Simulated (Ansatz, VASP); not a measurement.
# LuAl2 in two plane-wave programs, part 2 of 2

Aim: how closely do two programs agree when they are given the same cell, functional and k mesh? The cell is taken from a series of runs on this material, whose earlier steps may have relaxed, scaled, displaced or heated it; both programs get it as it stands.

VASP 6.6.1 and Ansatz 0.2.0.

So far: The starting structure; Ansatz: relaxation of cell and atoms, PBEsol; VASP: relaxation of cell and atoms, PBEsol.

## Step 3: VASP: relaxation of cell and atoms, PBEsol (continued)

Level of this step: PBEsol, 4f electrons in the core; plane waves and PAW (Lu_3, Al) (VASP).

Numbers of over 12 decimals in the logs are rounded to 6 here.

Parts of OUTCAR (step 3):

```text
ion  position               nearest neighbor table
   1  0.500  0.500  0.500-   5 3.20   6 3.20   4 3.20   6 3.20   4 3.20   5 3.20   3 3.20   3 3.20
                             3 3.20   4 3.20   5 3.20   6 3.20   2 3.34   2 3.34   2 3.34   2 3.34
   2  0.750  0.750  0.750-   4 3.20   5 3.20   6 3.20   3 3.20   3 3.20   3 3.20   4 3.20   5 3.20
                             6 3.20   4 3.20   5 3.20   6 3.20   1 3.34   1 3.34   1 3.34   1 3.34
   3  0.125  0.125  0.125-   4 2.73   5 2.73   6 2.73   4 2.73   5 2.73   6 2.73   2 3.20   2 3.20
                             2 3.20   1 3.20   1 3.20   1 3.20
   4  0.625  0.125  0.125-   3 2.73   5 2.73   6 2.73   5 2.73   6 2.73   3 2.73   2 3.20   1 3.20
                             1 3.20   1 3.20   2 3.20   2 3.20
   5  0.125  0.625  0.125-   3 2.73   4 2.73   6 2.73   4 2.73   6 2.73   3 2.73   2 3.20   1 3.20
                             1 3.20   1 3.20   2 3.20   2 3.20
   6  0.125  0.125  0.625-   3 2.73   4 2.73   5 2.73   5 2.73   4 2.73   3 2.73   2 3.20   1 3.20
                             1 3.20   1 3.20   2 3.20   2 3.20

  LATTYP: Found a face centered cubic cell.
 ALAT       =     7.7123300000

 Subroutine GETGRP returns: Found 48 space group operations
 (whereof 24 operations were pure point group operations)

The static configuration has the point symmetry T_d .
 The point group associated with its full space group is O_h .

 Found     16 irreducible k-points:

   k-points           NKPTS =     16   k-points in BZ     NKDIM =     16   number of bands    NBANDS=     21

   dimension x,y,z NGX =    40 NGY =   40 NGZ =   40
   dimension x,y,z NGXF=    80 NGYF=   80 NGZF=   80

   ENCUT  =  500.0 eV  36.75 Ry    6.06 a.u.   9.94  9.94  9.94*2*pi/ulx,y,z

   NELECT =      30.0000    total number of electrons

 k-points in reciprocal lattice and weights: Automatic mesh
   0.00000000  0.00000000  0.00000000       0.005
   0.16666667  0.00000000  0.00000000       0.037
   0.33333333  0.00000000  0.00000000       0.037
   0.50000000  0.00000000  0.00000000       0.019
   0.16666667  0.16666667  0.00000000       0.028
   0.33333333  0.16666667  0.00000000       0.111
   0.50000000  0.16666667  0.00000000       0.111
  -0.33333333  0.16666667  0.00000000       0.111
  -0.16666667  0.16666667  0.00000000       0.056
[...]
-0.33333333  0.33333333  0.16666667       0.111
  -0.33333333  0.50000000  0.16666667       0.056

 average (electrostatic) potential at core
       1 -28.8950       2 -28.8950       3 -73.7202       4 -73.7202       5 -73.7202
       6 -73.7202

 E-fermi :   5.8744

 k-point     1 :       0.0000    0.0000    0.0000
  band No.  band energies     occupation
    ...
     13       3.4056      2.00000
     14       3.4056      2.00000
     15       3.9154      2.00000
     16       3.9154      2.00000
     17       5.6862      1.99221
     18       8.5188      0.00000
     19       8.5188      0.00000
     20       8.5188      0.00000
     21      10.4403      0.00000

 k-point     2 :       0.1667    0.0000    0.0000
  band No.  band energies     occupation
    ...
     12       3.6687      2.00000
     13       3.6687      2.00000
     14       4.5428      2.00000
     15       4.5428      2.00000
     16       4.5915      2.00000
     17       6.6597      0.00000
     18       7.6172      0.00000
     19       8.5725      0.00000
     20       8.5725      0.00000
     21       9.8151      0.00000

 k-point     3 :       0.3333    0.0000    0.0000
  band No.  band energies     occupation
    ...
     12       3.9585      2.00000
     13       3.9585      2.00000
     14       5.4059      2.00000
     15       5.4059      2.00000
     16       5.5605      1.99999
     17       6.9292      0.00000
     18       8.3568      0.00000
     19       8.5455      0.00000
     20       8.5455      0.00000
     21       9.0127      0.00000

  Total        0.0022133      0.0022133      0.0022133      0.0000000      0.0000000      0.0000000
  in kB        0.0311813      0.0311813      0.0311813      0.0000000      0.0000000      0.0000000
  external PRESSURE =       0.0311813 kB  Pullay stress =       0.0000000 kB

  energy-cutoff  :      500.00
  volume of cell :      113.72
      direct lattice vectors                 reciprocal lattice vectors
    -0.000000000  3.845385416  3.845385416    -0.130025978  0.130025978  0.130025978
     3.845385416 -0.000000000  3.845385416     0.130025978 -0.130025978  0.130025978
     3.845385416  3.845385416  0.000000000     0.130025978  0.130025978 -0.130025978

 POSITION                                       TOTAL-FORCE (eV/Angst)
 -----------------------------------------------------------------------------------
      3.84539      3.84539      3.84539        -0.000000     -0.000000     -0.000000
      5.76808      5.76808      5.76808         0.000000      0.000000      0.000000
      0.96135      0.96135      0.96135         0.000000      0.000000      0.000000
      0.96135      2.88404      2.88404         0.000000     -0.000000      0.000000
      2.88404      0.96135      2.88404         0.000000      0.000000     -0.000000
      2.88404      2.88404      0.96135        -0.000000      0.000000      0.000000
 -----------------------------------------------------------------------------------
    total drift:                               -0.000034     -0.000034     -0.000030

  FREE ENERGIE OF THE ION-ELECTRON SYSTEM (eV)
  ---------------------------------------------------
  free  energy   TOTEN  =       -29.1029173531 eV

  energy  without entropy=      -29.0853660608  energy(sigma->0) =      -29.09414171

 reached required accuracy - stopping structural energy minimisation

 total charge
# of ion       s       p       d       tot
------------------------------------------
    1        0.399   6.538   1.086   8.023
    2        0.399   6.538   1.086   8.023
    3        0.412   0.401   0.000   0.812
    4        0.412   0.401   0.000   0.812
    5        0.412   0.401   0.000   0.812
    6        0.412   0.401   0.000   0.812
--------------------------------------------------
tot          2.444  14.679   2.173  19.296

[... 3 further parts left out ...]
```

CONTCAR:

```
LuAl2
   1.00000000000000
    -0.0000000000000000    3.8453854156509135    3.8453854156509135
     3.8453854156509135   -0.0000000000000000    3.8453854156509135
     3.8453854156509135    3.8453854156509135    0.0000000000000000
  Lu              Al
     2     4
Direct
     0.5000000000000000    0.5000000000000000    0.5000000000000000
     0.7500000647999983    0.7500000647999983    0.7500000647999983
     0.1249999675999973    0.1249999675999973    0.1249999675999973
     0.6250000972000009    0.1249999675999973    0.1249999675999973
     0.1249999675999973    0.6250000972000009    0.1249999675999973
     0.1249999675999973    0.1249999675999973    0.6250000972000009
```

## Step 4: Comparison

Known differences besides the potentials themselves: the data sets hold 62 valence electrons in Ansatz (on its default PAW (the set named soft_2) files) and 30 in VASP; the cutoff is 420 eV in Ansatz and 500 eV in VASP; Ansatz makes its cores anew for this functional, VASP keeps those of its PBE data sets; Ansatz adds a Pulay correction to the stress that steers its cell, VASP none. Total energies have different zeros and are not compared.

The two programs side by side:

| quantity | Ansatz | VASP | difference |
| --- | --- | --- | --- |
| volume (Å³) | 112.95 | 113.72 | -0.68 % |
| edge a after relaxation, in the typed setting (Å) | 5.426 | 5.438 | -0.23 % |

## Step 5: What came out

- difference in volume (relaxation of cell and atoms, PBEsol): -0.68 %

**Reading.** The difference in volume is -0.68 % (relaxation of cell and atoms, PBEsol), within the 1.2 % picked in this series as the mark of a large difference, as far as the stopping tolerances let one tell. The data sets hold unlike numbers of valence electrons (62 in Ansatz and 30 in VASP), so part of the differences comes from the potentials. How closely two codes agree says nothing of how well the functional describes the real material.

[Lines on the potential files, build, host, timing and source positions are cut from VASP's logs without a mark.]

[Logs are printed without paths, hosts, clocks, repeated set-up lines and the standing remarks that a program may print on its own settings, such as how far it seeks lower states.]

[Hosts, paths, dates, database ids (printed as entryN), source tags and the programs' standing remarks are cut or masked in the printed files.]
